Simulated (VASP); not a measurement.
Data:

```xyz
2
Lattice="0.0000 3.0429 3.0429 3.0429 0.0000 3.0429 3.0429 3.0429 0.0000" Properties=species:S:1:pos:R:3 pbc="T T T"
In     0.0000     0.0000     0.0000
As     1.5215     1.5215     1.5215
```

All values below come from r2SCAN+rVV10, VASP's PBE PAW potentials (set 64) (plane waves; VASP). Settings: 520 eV cut-off, 8×8×8 Γ-centred mesh, tetrahedra with Blöchl corrections, potentials In_d As.

Unless said otherwise, spin-orbit coupling is left out, though it shifts the bands of the heavy elements here.

Task: Give the energies of bands 7 to 12 at the high-symmetry points, in eV from the valence-band maximum.

Result: 
| band | Γ | X | U | L | W |
|---|---|---|---|---|---|
| 7 | 0.00 | -5.86 | -5.72 | -5.80 | -5.71 |
| 8 | 0.00 | -2.34 | -3.29 | -0.99 | -2.97 |
| 9 | 0.00 | -2.34 | -1.96 | -0.99 | -2.87 |
| 10 | 0.12 | 1.79 | 2.37 | 1.25 | 4.51 |
| 11 | 4.24 | 2.31 | 4.56 | 5.00 | 4.52 |
| 12 | 4.24 | 9.65 | 7.74 | 5.00 | 5.41 |

The gap is direct, 0.12 eV, from the valence maximum at Γ to the conduction minimum at Γ.

The compound is InAs in the zinc blende structure. It was relaxed first.
